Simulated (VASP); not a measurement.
Output of a VASP run:

OSZICAR:
```
       N       E                     dE             d eps       ncg     rms          rms(c)
DAV:   1     0.359778314326E+02    0.35978E+02   -0.53856E+03  1120   0.127E+03
DAV:   2    -0.124086390688E+02   -0.48386E+02   -0.46067E+02  1134   0.190E+02
DAV:   3    -0.136322545376E+02   -0.12236E+01   -0.12130E+01  1300   0.398E+01
DAV:   4    -0.136553497121E+02   -0.23095E-01   -0.23086E-01  1366   0.496E+00
DAV:   5    -0.136560150061E+02   -0.66529E-03   -0.66528E-03  1302   0.807E-01    0.125E+01
DAV:   6    -0.165864638440E+02   -0.29304E+01   -0.74598E+01  1272   0.128E+02    0.180E+01
DAV:   7    -0.120018958887E+02    0.45846E+01   -0.33522E+01  1238   0.819E+01    0.183E+00
DAV:   8    -0.119989790935E+02    0.29168E-02   -0.23339E-01  1162   0.425E+00    0.120E+00
DAV:   9    -0.119852393438E+02    0.13740E-01   -0.45159E-02  1360   0.303E+00    0.315E-01
DAV:  10    -0.119846838571E+02    0.55549E-03   -0.18195E-03  1488   0.596E-01    0.131E-01
DAV:  11    -0.119846774793E+02    0.63778E-05   -0.64304E-05  1580   0.101E-01    0.362E-02
DAV:  12    -0.119846679472E+02    0.95321E-05   -0.52867E-05  1340   0.105E-01    0.523E-03
DAV:  13    -0.119846679563E+02   -0.90347E-08   -0.49309E-07   608   0.702E-03
   1 F= -.12843874E+02 E0= -.12843687E+02  d E =-.128439E+02
       N       E                     dE             d eps       ncg     rms          rms(c)
DAV:   1    -0.131990596344E+02   -0.12144E+01   -0.18107E+01  1216   0.734E+01    0.104E+01
DAV:   2    -0.147716650330E+02   -0.15726E+01   -0.48323E+01  1266   0.107E+02    0.134E+01
DAV:   3    -0.119416895446E+02    0.28300E+01   -0.22453E+01  1238   0.690E+01    0.193E+00
DAV:   4    -0.119270525255E+02    0.14637E-01   -0.15028E-01  1168   0.365E+00    0.127E+00
DAV:   5    -0.119126587518E+02    0.14394E-01   -0.47475E-02  1470   0.269E+00    0.342E-01
DAV:   6    -0.119123435763E+02    0.31518E-03   -0.15581E-03  1236   0.617E-01    0.985E-02
DAV:   7    -0.119123445421E+02   -0.96579E-06   -0.25353E-05  1284   0.528E-02    0.293E-02
DAV:   8    -0.119123381370E+02    0.64051E-05   -0.33678E-05  1306   0.842E-02    0.591E-03
DAV:   9    -0.119123384092E+02   -0.27218E-06   -0.54809E-07   580   0.895E-03
   2 F= -.12848212E+02 E0= -.12847912E+02  d E =-.433728E-02
       N       E                     dE             d eps       ncg     rms          rms(c)
DAV:   1    -0.122617798257E+02   -0.34944E+00   -0.41932E+00  1200   0.364E+01    0.475E+00
DAV:   2    -0.126740739939E+02   -0.41229E+00   -0.11975E+01  1296   0.509E+01    0.661E+00
DAV:   3    -0.119774736253E+02    0.69660E+00   -0.47458E+00  1294   0.336E+01    0.822E-01
DAV:   4    -0.119718482636E+02    0.56254E-02   -0.18576E-02  1132   0.154E+00    0.404E-01
DAV:   5    -0.119699564845E+02    0.18918E-02   -0.49039E-03  1686   0.765E-01    0.627E-02
DAV:   6    -0.119699715335E+02   -0.15049E-04   -0.93975E-05  1196   0.149E-01    0.162E-02
DAV:   7    -0.119699699168E+02    0.16167E-05   -0.64447E-06  1230   0.429E-02    0.386E-03
DAV:   8    -0.119699699543E+02   -0.37494E-07   -0.11374E-06   568   0.157E-02
   3 F= -.12868933E+02 E0= -.12868662E+02  d E =-.250587E-01
```

OUTCAR:
```
------------------------ aborting loop because EDIFF is reached ----------------------------------------
 Edisp (eV)   -0.89896
  FORCE on cell =-STRESS in cart. coord.  units (eV):
  Direction    XX          YY          ZZ          XY          YZ          ZX
  --------------------------------------------------------------------------------------
  Total      -0.00273    -0.00273    -0.00273    -0.00000     0.00000    -0.00000
  in kB      -0.19554    -0.19554    -0.19554    -0.00000     0.00000    -0.00000
  external pressure =       -0.20 kB  Pullay stress =        0.00 kB
  volume of cell :       22.40
      direct lattice vectors                 reciprocal lattice vectors
     2.818831634 -0.000000000  0.000000000     0.354756910  0.000000000 -0.000000000
    -0.000000000  2.818831634 -0.000000000     0.000000000  0.354756910  0.000000000
     0.000000000 -0.000000000  2.818831634    -0.000000000  0.000000000  0.354756910
 POSITION                                       TOTAL-FORCE (eV/Angst)
 -----------------------------------------------------------------------------------
      1.40942      1.40942      1.40942        -0.000000      0.000000      0.000000
      0.00000      0.00000      0.00000         0.000000     -0.000000      0.000000
 -----------------------------------------------------------------------------------
    total drift:                                0.000000      0.000000      0.000000
  FREE ENERGIE OF THE ION-ELECTRON SYSTEM (eV)
  ---------------------------------------------------
  free  energy   TOTEN  =       -12.8689329490 eV

  energy  without entropy=      -12.8681205448  energy(sigma->0) =      -12.86866215

 reached required accuracy - stopping structural energy minimisation
```
(Selected blocks of OUTCAR.)

### POSCAR
```
CoAl
1
    2.8600000000     0.0000000000     0.0000000000
    0.0000000000     2.8600000000     0.0000000000
    0.0000000000     0.0000000000     2.8600000000
Al Co
1 1
Direct
  0.5000000000   0.5000000000   0.5000000000
  0.0000000000   0.0000000000   0.0000000000
```

### Question
Write an INCAR and KPOINTS that could have produced this output.

### Answer
Several could match; the one computed here: the input of the run itself, PBE GGA with D3 dispersion (Becke-Johnson damping), plane waves, VASP's PBE PAW potentials (set 64).

**KPOINTS**
```
Automatic mesh
0
Gamma
11 11 11
0 0 0
```

**INCAR**
```
# general
SYSTEM =CoAl
PREC   =Accurate
ENCUT  =520
LREAL  =.False.   # projection in real space or not
LASPH  =.True.

# electronic loop
EDIFF  =1E-6   # SCF stop (eV)
NELM   =100   # most electronic steps
ALGO   =Normal   # blocked Davidson
LMAXMIX=4   # l cut-off of mixed one-centre charges

# smearing
ISMEAR =1
SIGMA  =0.1   # width (eV)

# functional
GGA    =PE   # PBE
IVDW   =12

# ions
IBRION =2   # conjugate gradients
NSW    =60   # most ionic steps
ISIF   =3
EDIFFG =-0.01

# output
LWAVE  =.False.
LCHARG =.False.
```

POTCAR, in this order: Al Co (PBE.64 set). Program: vasp_std.

Energy and stress use the plane-wave basis of the starting cell.

The compound is CoAl in the CsCl type structure. This run relaxes it. Symmetry was kept, so distortions that lower it aren't found. The run is not spin-polarised, so no magnetic state was tried.
